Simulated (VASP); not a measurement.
Consider the following.

```
SnSe2
1.0
    3.75162     0.00000     0.00000
   -1.87581     3.24899     0.00000
    0.00000     0.00000     6.33346
Sn Se
1 2
Direct
  0.00516   0.00056   0.99847
  0.66406   0.32957   0.75726
  0.33078   0.66987   0.24427
```

Level of theory: PBEsol GGA, VASP's PBE PAW potentials (set 64) (plane waves; VASP). Run with EDIFF = 1E-03, 300 eV cut-off, 10×10×5 Γ-centred mesh, Gaussian smearing of 0.010 eV, potentials Sn_d Se.

Problem. The ions are relaxed. Predict the relaxed structure.

Solution. 
```
SnSe2
1.0
    3.75162     0.00000     0.00000
   -1.87581     3.24899     0.00000
    0.00000     0.00000     6.33346
Sn Se
1 2
Direct
  0.00047   0.00008   0.00010
  0.66654   0.33194   0.74573
  0.33299   0.66798   0.25416
```
Space group P-3m1 (164), at a tolerance of 0.03 Å.

Problem. How much energy does the relaxation gain?

Solution. The energy (σ→0) changes by -18.0 meV/atom, in 14 ionic steps.

The structure comes from a computed database's SnSe2 entry; how it stands against other phases isn't given here. In the starting cell atoms are displaced from their ideal sites. This run relaxes the ions in a fixed cell. The run is one of a series of settings (EDIFF = 1E-03, EDIFFG = -0.03, IBRION = 2, NSW = 50 against the base run), some of them coarse on purpose.
